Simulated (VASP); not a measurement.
Input:

```xyz
2
Lattice="1.3592 -2.3542 0.0000 1.3592 2.3542 0.0000 0.0000 0.0000 4.2749" Properties=species:S:1:pos:R:3 pbc="T T T"
Os     1.3592     0.7847     1.0687
Os     1.3592    -0.7847     3.2062
```

Calculation: SCAN meta-GGA, VASP's PBE PAW potentials (set 64) (plane waves; VASP 6.6.1). Settings: 520 eV cut-off, 17×17×10 Γ-centred mesh, tetrahedra with Blöchl corrections, potentials Os.

Q: Give the energies of bands 1 to 11 at the high-symmetry points, in eV from the Fermi level.

A: 
| band | Γ | M | K | A | L | H |
|---|---|---|---|---|---|---|
| 1 | -12.41 | -8.00 | -7.22 | -9.70 | -8.34 | -6.58 |
| 2 | -8.76 | -7.98 | -6.15 | -9.70 | -8.34 | -6.58 |
| 3 | -3.40 | -7.14 | -6.15 | -3.99 | -5.91 | -5.50 |
| 4 | -3.40 | -4.00 | -5.14 | -3.99 | -5.91 | -5.50 |
| 5 | -3.00 | -3.46 | -3.88 | -3.63 | -1.41 | -3.94 |
| 6 | -2.46 | -2.93 | -3.88 | -3.63 | -1.41 | -3.94 |
| 7 | -2.46 | -2.08 | -1.50 | -3.63 | -0.47 | -1.51 |
| 8 | -1.79 | 2.25 | 1.71 | -3.63 | -0.47 | -1.51 |
| 9 | -1.79 | 2.89 | 1.71 | 0.99 | 2.64 | 1.78 |
| 10 | -0.28 | 3.04 | 2.33 | 0.99 | 2.64 | 1.78 |
| 11 | 1.84 | 4.76 | 5.30 | 0.99 | 3.51 | 8.73 |

It has no gap at this level: it comes out as a metal or semimetal.

The compound is Os in the hcp structure. It was relaxed first.
